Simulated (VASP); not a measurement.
```xyz
2
Lattice="0.0000 2.7749 2.7749 2.7749 0.0000 2.7749 2.7749 2.7749 0.0000" Properties=species:S:1:pos:R:3 pbc="T T T"
Ag     0.0000     0.0000     0.0000
Cl     2.7749     2.7749     2.7749
```

Level of theory: HSE06 screened hybrid, VASP's PBE PAW potentials (set 64) (plane waves; VASP). Settings: 520 eV cut-off, 6×6×6 Γ-centred mesh, Gaussian smearing of 0.050 eV, potentials Ag Cl.

Task: Give the stress tensor in GPa (positive for a compressed cell).

Result: 
```
1.10  0.00  0.00
0.00  1.10  0.00
0.00  0.00  1.10
```
The pressure is its mean diagonal, 1.10 GPa.

The compound is AgCl in the rock salt structure. This cell is one point of a volume scan, at 0.97 of the reference volume. The cell's shape comes from a PBE relaxation.
